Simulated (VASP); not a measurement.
# AlN: GW quasiparticle gap, part 3 of 5

How does the gap of AlN change from the starting functional to GW? The cell is of the zinc-blende type, one of the forms listed for this formula. The start is a computed cell from the Materials Project.

VASP 6.6.1, plane waves and PAW; the level of theory is named at each step.

So far, quasiparticle gap on the mesh (eV): step 3 (G0W0, functional PBE, start PBE, G0W0 on PBE) 4.53; step 7 (G0W0, functional HSE with 0.08 exact exchange, start HSE with 0.08 exact …) 4.73.

### 10. G0W0, functional HSE with 0.16 exact exchange, start HSE with 0.16 exact exchange

This step: G0W0 on HSE with 0.16 exact exchange; plane waves and PAW (Al_GW, N_GW) (VASP 6.6.1).

G0W0 keeps orbitals and screening fixed and shifts each of the lowest NBANDSGW levels once.

INCAR reads:

```
SYSTEM = AlN
PREC = Accurate
ENCUT = 450
ISMEAR = 0
SIGMA = 0.01
LREAL = .FALSE.
LHFCALC = .TRUE.
AEXX = 0.16
GGA = PE
LASPH = .TRUE.
NBANDS = 64
PRECFOCK = Fast
HFSCREEN = 0.2
ALGO = EVGW0
NELMGW = 1
ENCUTGW = 120
NOMEGA = 64
NBANDSGW = 16
LWAVE = .FALSE.
LCHARG = .FALSE.
```

POSCAR reads:

```
AlN
1.0
    0.0000000000      2.1839935596      2.1839935596
    2.1839935596      0.0000000000      2.1839935596
    2.1839935596      2.1839935596      0.0000000000
Al N
1 1
Direct
    0.0000000000      0.0000000000      0.0000000000
    0.2500000000      0.2500000000      0.2500000000
```

KPOINTS reads:

```
Automatic mesh
0
Gamma
6 6 6
0 0 0
```

The projector-augmented-wave data sets are Al_GW and N_GW (PBE family, release 64).

The run starts from files that an earlier step left in the folder.

On the command line:

```bash
$ mpirun -np 8 vasp_std
```

The log of the run:

```text
[banner, memory and clock lines left out]
running    8 mpi-ranks, on    1 nodes
[...]
[... a notice as in an earlier step ...]

 [... a notice as in an earlier step ...]

 LDA part: xc-table for (Slater+PW92), standard interpolation
 found WAVECAR, reading the header
 POSCAR, INCAR and KPOINTS ok, starting setup
[...]
reading WAVECAR
 the WAVECAR file was read successfully
 initial charge from wavefunction
 available memory per node:    127.85 GB, setting MAXMEM to    130918

 The Fermi energy was updated, please check that it is located mid-gap
 values below the HOMO (VB) or above the LUMO (CB) will cause erroneous energies
 E-fermi :   6.4040

 calculate exact exchange contribution
 the WAVEDER file was read successfully
energies w=
    0.000    0.000    0.576    0.000    1.151    0.000    1.723    0.000
    2.292    0.000    2.855    0.000    3.413    0.000    3.965    0.000
    4.509    0.000    5.046    0.000    5.576    0.000    6.099    0.000
[...]
total number of BLAS operations        113.63 Gflops
NQ=  12   -0.3333    0.3333    0.0000,
|.........|.........|.........|.........|.........|.........|.........|.........
 performed       4038000 updates of chi_q(r,r)
 total number of BLAS operations        125.89 Gflops
NQ=  13    0.5000    0.5000    0.0000,
|.........|.........|.........|.........|.........|.........|.........|.........
 performed       4235000 updates of chi_q(r,r)
 total number of BLAS operations        132.38 Gflops
NQ=  14    0.5000    0.3333    0.1667,
|.........|.........|.........|.........|.........|.........|.........|.........
 performed       4748000 updates of chi_q(r,r)
 total number of BLAS operations        148.16 Gflops
NQ=  15   -0.3333    0.3333    0.1667,
|.........|.........|.........|.........|.........|.........|.........|.........
 performed       5228000 updates of chi_q(r,r)
 total number of BLAS operations        162.94 Gflops
NQ=  16   -0.3333    0.5000    0.1667,
|.........|.........|.........|.........|.........|.........|.........|.........
 performed       5616000 updates of chi_q(r,r)
 total number of BLAS operations        174.88 Gflops
 resolving degeneracies of screened two electron integrals

 calculate QP shifts <psi_nk| G(iteration)W_0 |psi_nk>: iteration 1
 entering main loop
```

Wall time 17 s (8 MPI ranks of Intel Xeon 6975P-C (Granite Rapids), shared host); peak memory 1.9 GiB; 2.1 min of CPU time.

Parts of OUTCAR (step 10):

```text
 QP shifts <psi_nk| G(iteration)W_0 |psi_nk>: iteration 1
 for sc-GW calculations column KS-energies equals QP-energies in previous step
 and V_xc(KS)=  KS-energies - (<T + V_ion + V_H > + <T+V_H+V_ion>^1  + <V_x>^1)
 k-point   1 :       0.0000    0.0000    0.0000
  band No.  KS-energies  QP-energies   sigma(KS)   V_xc(KS)     V^pw_x(r,r')   Z            occupation Imag(sigma)
      1     -11.5866     -12.0240     -16.9936     -16.4136     -24.8401       0.7542       2.0000       1.1887
      2       4.3512       3.9652     -17.8123     -17.3277     -20.7966       0.7965       2.0000       0.0509
      3       4.3512       3.9652     -17.8123     -17.3277     -20.7966       0.7965       2.0000       0.0509
      4       4.3512       3.9652     -17.8123     -17.3277     -20.7966       0.7965       2.0000       0.0509
      5       9.4159      10.0997     -11.2835     -12.1103      -7.6536       0.8270       0.0000      -0.0515
      6      17.9928      18.7628      -8.8162      -9.7574      -4.0391       0.8181       0.0000      -0.0916
      7      17.9928      18.7628      -8.8162      -9.7574      -4.0391       0.8181       0.0000      -0.0916
      8      17.9928      18.7628      -8.8162      -9.7574      -4.0391       0.8181       0.0000      -0.0916
    ...

[... 2 parts as in an earlier step ...]

[... 1 further part left out ...]
[key lines of the parts left out:]
E-fermi :   6.4040
```

GW takes the gap from 4.105 to 4.928 eV. That is +399 meV against G0W0 on PBE. The value holds for 64 bands, ENCUTGW = 120 eV and this mesh, and isn't shown to be converged in them.

### 11. Another starting point, functional HSE with 0.25 exact exchange

This step: HSE with 0.25 exact exchange; plane waves and PAW (Al_GW, N_GW) (VASP 6.6.1).

To see how much the result owes to its start, the ground state is made again with HSE with 0.25 exact exchange. A small SIGMA keeps every occupation at zero or full.

INCAR reads:

```
SYSTEM = AlN
PREC = Accurate
ENCUT = 450
EDIFF = 1E-08
NELM = 100
ISMEAR = 0
SIGMA = 0.01
LREAL = .FALSE.
ALGO = Normal
LHFCALC = .TRUE.
AEXX = 0.25
GGA = PE
LASPH = .TRUE.
NBANDS = 10
PRECFOCK = Fast
LORBIT = 11
LWAVE = .TRUE.
LCHARG = .FALSE.
KPAR = 8
HFSCREEN = 0.2
```

POSCAR is that of step 10.

KPOINTS is that of step 10.

On the command line:

```bash
$ mpirun -np 8 vasp_std
```

The log of the run:

```text
[... set-up lines as in an earlier step ...]
 entering main loop
       N       E                     dE             d eps       ncg     rms          rms(c)
DAV:   1    -0.174288700911E+02   -0.17429E+02   -0.32538E-01   336   0.585E+00    0.339E-01
DAV:   2    -0.174304041645E+02   -0.15341E-02   -0.26338E-03   392   0.395E-01    0.223E-01
DAV:   3    -0.174298460184E+02    0.55815E-03   -0.14963E-04   374   0.139E-01    0.132E-01
DAV:   4    -0.174296503176E+02    0.19570E-03   -0.71248E-05   364   0.100E-01    0.777E-02
[...]
DAV:  12    -0.174295548898E+02   -0.33774E-07   -0.12667E-08   178   0.162E-03    0.109E-03
DAV:  13    -0.174295549232E+02   -0.33426E-07   -0.56030E-09   182   0.958E-04    0.652E-04
DAV:  14    -0.174295549275E+02   -0.43408E-08   -0.20138E-09   178   0.522E-04
   1 F= -.17429555E+02 E0= -.17429555E+02  d E =-.656278E-25
 writing wavefunctions
```

Elapsed: 17 s, on 8 MPI ranks; peak memory 1.8 GiB.

Parts of OUTCAR (step 11):

```text
 POSITION                                       TOTAL-FORCE (eV/Angst)
 -----------------------------------------------------------------------------------
      0.00000      0.00000      0.00000         0.000000      0.000000      0.000000
      1.09200      1.09200      1.09200        -0.000000     -0.000000     -0.000000
 -----------------------------------------------------------------------------------
    total drift:                               -0.000000     -0.000000     -0.000000

  FREE ENERGIE OF THE ION-ELECTRON SYSTEM (eV)
  ---------------------------------------------------
  free  energy   TOTEN  =       -17.4295549275 eV

  energy  without entropy=      -17.4295549275  energy(sigma->0) =      -17.42955493

[... 2 parts as in an earlier step ...]

[... 1 further part left out ...]
[key lines of the parts left out:]
E-fermi :   4.0735
```

### 12. Empty bands, functional HSE with 0.25 exact exchange

The next step needs empty bands that the ground-state run didn't converge, so the Hamiltonian is diagonalised exactly for NBANDS bands, in a single step. LOPTICS writes the k-derivatives of the orbitals (WAVEDER), which give the long-wavelength limit of the screening.

INCAR reads:

```
SYSTEM = AlN
PREC = Accurate
ENCUT = 450
ISMEAR = 0
SIGMA = 0.01
LREAL = .FALSE.
LHFCALC = .TRUE.
AEXX = 0.25
GGA = PE
LASPH = .TRUE.
NBANDS = 64
PRECFOCK = Fast
HFSCREEN = 0.2
ALGO = Exact
NELM = 1
LWAVE = .TRUE.
LCHARG = .FALSE.
LOPTICS = .TRUE.
NEDOS = 1000
CSHIFT = 0.1
```

POSCAR is that of step 11.

KPOINTS is that of step 11.

The WAVECAR or CHGCAR of an earlier step is read.

On the command line:

```bash
$ mpirun -np 8 vasp_std
```

The log of the run:

```text
[... set-up lines as in an earlier step ...]
 entering main loop
       N       E                     dE             d eps       ncg     rms          rms(c)
DIA:   1    -0.174295549437E+02   -0.17430E+02    0.00000E+00     0   0.000E+00
   1 F= -.17429555E+02 E0= -.17429555E+02  d E =-.298009E-16
 writing wavefunctions
 optical routines
 imaginary and real dielectric function
 recalculating local potential from charge density
 direction            1
 direction            2
 direction            3
```

Run time: 92 s. Hardware: 8 MPI ranks; peak memory 1.8 GiB.

OUTCAR, selected parts (step 12):

```text
  FREE ENERGIE OF THE ION-ELECTRON SYSTEM (eV)
  ---------------------------------------------------
  free  energy   TOTEN  =       -17.4295549437 eV

  energy  without entropy=      -17.4295549437  energy(sigma->0) =      -17.42955494

[... 3 parts as in an earlier step ...]

[... 1 further part left out ...]
[key lines of the parts left out:]
E-fermi :   4.0574
```

### 13. G0W0, functional HSE with 0.25 exact exchange, start HSE with 0.25 exact exchange

This step: G0W0 on HSE with 0.25 exact exchange; plane waves and PAW (Al_GW, N_GW) (VASP 6.6.1).

G0W0 keeps orbitals and screening fixed and shifts each of the lowest NBANDSGW levels once.

INCAR reads:

```
SYSTEM = AlN
PREC = Accurate
ENCUT = 450
ISMEAR = 0
SIGMA = 0.01
LREAL = .FALSE.
LHFCALC = .TRUE.
AEXX = 0.25
GGA = PE
LASPH = .TRUE.
NBANDS = 64
PRECFOCK = Fast
HFSCREEN = 0.2
ALGO = EVGW0
NELMGW = 1
ENCUTGW = 120
NOMEGA = 64
NBANDSGW = 16
LWAVE = .FALSE.
LCHARG = .FALSE.
```

POSCAR is that of step 12.

KPOINTS is that of step 12.

The WAVECAR or CHGCAR of an earlier step is read.

On the command line:

```bash
$ mpirun -np 8 vasp_std
```

The log of the run:

```text
[banner, memory and clock lines left out]
running    8 mpi-ranks, on    1 nodes
[...]
[... a notice as in an earlier step ...]

 [... a notice as in an earlier step ...]

 LDA part: xc-table for (Slater+PW92), standard interpolation
 found WAVECAR, reading the header
 POSCAR, INCAR and KPOINTS ok, starting setup
[...]
reading WAVECAR
 the WAVECAR file was read successfully
 initial charge from wavefunction
 available memory per node:    128.16 GB, setting MAXMEM to    131237

 The Fermi energy was updated, please check that it is located mid-gap
 values below the HOMO (VB) or above the LUMO (CB) will cause erroneous energies
 E-fermi :   6.2868

 calculate exact exchange contribution
 the WAVEDER file was read successfully
energies w=
    0.000    0.000    0.595    0.000    1.189    0.000    1.780    0.000
    2.367    0.000    2.949    0.000    3.525    0.000    4.094    0.000
    4.657    0.000    5.212    0.000    5.759    0.000    6.298    0.000
[...]
total number of BLAS operations        113.63 Gflops
NQ=  12   -0.3333    0.3333    0.0000,
|.........|.........|.........|.........|.........|.........|.........|.........
 performed       4038000 updates of chi_q(r,r)
 total number of BLAS operations        125.89 Gflops
NQ=  13    0.5000    0.5000    0.0000,
|.........|.........|.........|.........|.........|.........|.........|.........
 performed       4235000 updates of chi_q(r,r)
 total number of BLAS operations        132.38 Gflops
NQ=  14    0.5000    0.3333    0.1667,
|.........|.........|.........|.........|.........|.........|.........|.........
 performed       4748000 updates of chi_q(r,r)
 total number of BLAS operations        148.16 Gflops
NQ=  15   -0.3333    0.3333    0.1667,
|.........|.........|.........|.........|.........|.........|.........|.........
 performed       5228000 updates of chi_q(r,r)
 total number of BLAS operations        162.94 Gflops
NQ=  16   -0.3333    0.5000    0.1667,
|.........|.........|.........|.........|.........|.........|.........|.........
 performed       5616000 updates of chi_q(r,r)
 total number of BLAS operations        174.88 Gflops
 resolving degeneracies of screened two electron integrals

 calculate QP shifts <psi_nk| G(iteration)W_0 |psi_nk>: iteration 1
 entering main loop
```

Elapsed: 17 s, on 8 MPI ranks; peak memory 2 GiB; 2.2 min of CPU time.

OUTCAR, selected parts (step 13):

```text
 QP shifts <psi_nk| G(iteration)W_0 |psi_nk>: iteration 1
 for sc-GW calculations column KS-energies equals QP-energies in previous step
 and V_xc(KS)=  KS-energies - (<T + V_ion + V_H > + <T+V_H+V_ion>^1  + <V_x>^1)
 k-point   1 :       0.0000    0.0000    0.0000
  band No.  KS-energies  QP-energies   sigma(KS)   V_xc(KS)     V^pw_x(r,r')   Z            occupation Imag(sigma)
      1     -12.4598     -12.3278     -17.1524     -17.3248     -24.8753       0.7662       2.0000       1.1678
      2       4.0039       3.8319     -17.8722     -17.6590     -20.8073       0.8067       2.0000       0.0500
      3       4.0039       3.8319     -17.8722     -17.6590     -20.8073       0.8067       2.0000       0.0500
      4       4.0039       3.8319     -17.8722     -17.6590     -20.8073       0.8067       2.0000       0.0500
      5       9.5788      10.1918     -11.1472     -11.8827      -7.5410       0.8334       0.0000      -0.0512
      6      18.2688      18.8970      -8.7095      -9.4690      -4.0339       0.8272       0.0000      -0.0859
      7      18.2688      18.8970      -8.7095      -9.4690      -4.0339       0.8272       0.0000      -0.0859
      8      18.2688      18.8970      -8.7095      -9.4690      -4.0339       0.8272       0.0000      -0.0859
    ...

[... 2 parts as in an earlier step ...]

[... 1 further part left out ...]
[key lines of the parts left out:]
E-fermi :   6.2868
```

GW takes the gap from 4.566 to 5.143 eV. That is +615 meV against G0W0 on PBE. The value holds for 64 bands, ENCUTGW = 120 eV and this mesh, and isn't shown to be converged in them.

### 14. Another starting point, functional HSE with 0.33 exact exchange

This step: HSE with 0.33 exact exchange; plane waves and PAW (Al_GW, N_GW) (VASP 6.6.1).

To see how much the result owes to its start, the ground state is made again with HSE with 0.33 exact exchange. A small SIGMA keeps every occupation at zero or full.

INCAR reads:

```
SYSTEM = AlN
PREC = Accurate
ENCUT = 450
EDIFF = 1E-08
NELM = 100
ISMEAR = 0
SIGMA = 0.01
LREAL = .FALSE.
ALGO = Normal
LHFCALC = .TRUE.
AEXX = 0.33
GGA = PE
LASPH = .TRUE.
NBANDS = 10
PRECFOCK = Fast
LORBIT = 11
LWAVE = .TRUE.
LCHARG = .FALSE.
KPAR = 8
HFSCREEN = 0.2
```

POSCAR is that of step 13.

KPOINTS is that of step 13.

On the command line:

```bash
$ mpirun -np 8 vasp_std
```

The log of the run:

```text
[... set-up lines as in an earlier step ...]
 entering main loop
       N       E                     dE             d eps       ncg     rms          rms(c)
DAV:   1    -0.182637037323E+02   -0.18264E+02   -0.55141E-01   336   0.772E+00    0.439E-01
DAV:   2    -0.182674767537E+02   -0.37730E-02   -0.61227E-03   388   0.591E-01    0.296E-01
DAV:   3    -0.182663990693E+02    0.10777E-02   -0.28408E-04   382   0.197E-01    0.175E-01
DAV:   4    -0.182660036228E+02    0.39545E-03   -0.15245E-04   362   0.142E-01    0.102E-01
[...]
DAV:  16    -0.182658153114E+02   -0.25428E-07   -0.41841E-10   178   0.226E-04    0.171E-04
DAV:  17    -0.182658153245E+02   -0.13110E-07   -0.12514E-10   178   0.128E-04    0.105E-04
DAV:  18    -0.182658153297E+02   -0.51874E-08   -0.48689E-11   178   0.806E-05
   1 F= -.18265815E+02 E0= -.18265815E+02  d E =-.350460E-24
 writing wavefunctions
```

The job ended after 22 s (8 MPI ranks; peak memory 1.7 GiB; 2.8 min of CPU time).

From OUTCAR (step 14):

```text
 POSITION                                       TOTAL-FORCE (eV/Angst)
 -----------------------------------------------------------------------------------
      0.00000      0.00000      0.00000         0.000000      0.000000      0.000000
      1.09200      1.09200      1.09200        -0.000000     -0.000000     -0.000000
 -----------------------------------------------------------------------------------
    total drift:                               -0.000001      0.000000     -0.000000

  FREE ENERGIE OF THE ION-ELECTRON SYSTEM (eV)
  ---------------------------------------------------
  free  energy   TOTEN  =       -18.2658153297 eV

  energy  without entropy=      -18.2658153297  energy(sigma->0) =      -18.26581533

[... 2 parts as in an earlier step ...]

[... 1 further part left out ...]
[key lines of the parts left out:]
E-fermi :   3.7588
```

### 15. Empty bands, functional HSE with 0.33 exact exchange

ALGO = Exact makes the empty bands from the converged ground state in one step. LOPTICS writes the k-derivatives of the orbitals (WAVEDER), which give the long-wavelength limit of the screening.

INCAR reads:

```
SYSTEM = AlN
PREC = Accurate
ENCUT = 450
ISMEAR = 0
SIGMA = 0.01
LREAL = .FALSE.
LHFCALC = .TRUE.
AEXX = 0.33
GGA = PE
LASPH = .TRUE.
NBANDS = 64
PRECFOCK = Fast
HFSCREEN = 0.2
ALGO = Exact
NELM = 1
LWAVE = .TRUE.
LCHARG = .FALSE.
LOPTICS = .TRUE.
NEDOS = 1000
CSHIFT = 0.1
```

POSCAR is that of step 14.

KPOINTS is that of step 14.

The WAVECAR or CHGCAR of an earlier step is read.

On the command line:

```bash
$ mpirun -np 8 vasp_std
```

The log of the run:

```text
[... set-up lines as in an earlier step ...]
 entering main loop
       N       E                     dE             d eps       ncg     rms          rms(c)
DIA:   1    -0.182658153297E+02   -0.18266E+02    0.00000E+00     0   0.000E+00
   1 F= -.18265815E+02 E0= -.18265815E+02  d E =-.117306E-12
 writing wavefunctions
 optical routines
 imaginary and real dielectric function
 recalculating local potential from charge density
 direction            1
 direction            2
 direction            3
```

Elapsed: 97 s, on 8 MPI ranks; peak memory 1.9 GiB; 12 min of CPU time.

From OUTCAR (step 15):

```text
 POSITION                                       TOTAL-FORCE (eV/Angst)
 -----------------------------------------------------------------------------------
      0.00000      0.00000      0.00000        -0.000000     -0.000000     -0.000000
      1.09200      1.09200      1.09200         0.000000      0.000000      0.000000
 -----------------------------------------------------------------------------------
    total drift:                               -0.000001      0.000000     -0.000000

[... 4 parts as in an earlier step ...]

[... 1 further part left out ...]
[key lines of the parts left out:]
E-fermi :   3.7355
```

[end of part 3 of 5]

[Lines on the potential files, build, host, timing and source positions are cut from VASP's logs without a mark.]

[Logs are printed without paths, hosts, clocks, repeated set-up lines and the standing remarks that a program may print on its own settings, such as how far it seeks lower states.]

[Hosts, paths, dates, database ids (printed as entryN), source tags and the programs' standing remarks are cut or masked in the printed files.]

[Pressures printed for these runs are not shown converged in the cutoff: they can be off by several GPa and have the wrong sign.]
